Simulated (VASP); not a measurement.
An input for Quantum ESPRESSO's pw.x (written as the equivalent of a VASP run, and not itself run):

```
&CONTROL
  calculation = 'scf'
  pseudo_dir = './pseudo'
  outdir = './out'
  tprnfor = .true.
  tstress = .true.
/
&SYSTEM
  ibrav = 0
  nat = 4
  ntyp = 2
  ecutwfc = 98
  occupations = 'smearing'
  smearing = 'methfessel-paxton'
  degauss = 0.00735
  input_dft = 'vdw-df2-b86r'
  nspin = 2
  starting_magnetization(2) = 0.02
/
&ELECTRONS
  conv_thr = 7.3e-09
  electron_maxstep = 100
/
ATOMIC_SPECIES
  Al 26.982 Al.upf
  Ni 58.693 Ni.upf
CELL_PARAMETERS angstrom
     3.4719136    0.0000000    0.0000000
     0.0000000    3.4719136    0.0000000
     0.0000000    0.0000000    3.4719136
ATOMIC_POSITIONS crystal
  Al   0.0000000  0.0000000  0.0000000
  Ni   0.0000000  0.5000000  0.5000000
  Ni   0.5000000  0.0000000  0.5000000
  Ni   0.5000000  0.5000000  0.0000000
K_POINTS automatic
  9 9 9 0 0 0
```

**Question.** Write the VASP files for the same calculation (rev-vdW-DF2).

**Answer.** One answer among several that fit: 
### INCAR
```
# general
SYSTEM   = Ni3Al
PREC     = Accurate
ENCUT    = 520
LREAL    = F
LASPH    = T

# electronic loop
EDIFF    = 1E-7
NELM     = 100
ALGO     = Normal
LMAXMIX  = 4

# smearing
ISMEAR   = 1
SIGMA    = 0.1

# functional
GGA      = MK
LUSE_VDW = T
AGGAC    = 0.0
PARAM1   = 0.1234568
PARAM2   = 0.7114
ZAB_VDW  = -1.8867

# spin
ISPIN    = 2
MAGMOM   = -0.0 0.2 0.2 0.2

# ions
ISIF     = 2

# output
LWAVE    = F
LCHARG   = F
LORBIT   = 10
```

File KPOINTS:
```
Automatic mesh
0
G
 9 9 9
0 0 0
```

**POSCAR**
```
Ni3Al
3.4719140
  0.9999998784   0.0000000000   0.0000000000
  0.0000000000   0.9999998784   0.0000000000
  0.0000000000   0.0000000000   0.9999998784
Al Ni
1 3
direct
  0.0000000000   0.0000000000   0.0000000000
  0.0000000000   0.5000000000   0.5000000000
  0.5000000000   0.0000000000   0.5000000000
  0.5000000000   0.5000000000   0.0000000000
```

POTCAR, in this order: Al Ni (PBE.64 set). Program: vasp_std.

Limits of the translation: the potentials are each code's own (VASP's PAW set, PseudoDojo norm-conserving files in pw.x), so ENCUT and ecutwfc are chosen apart and not converted; conv_thr bounds pw.x's estimated SCF error, while EDIFF bounds the energy change between steps; starting_magnetization is a fraction of the valence charge and MAGMOM a moment in μB, so they match only roughly.

The compound is Ni3Al in the L1_2 structure. This cell is one point of a volume scan, at 0.94 of the reference volume.
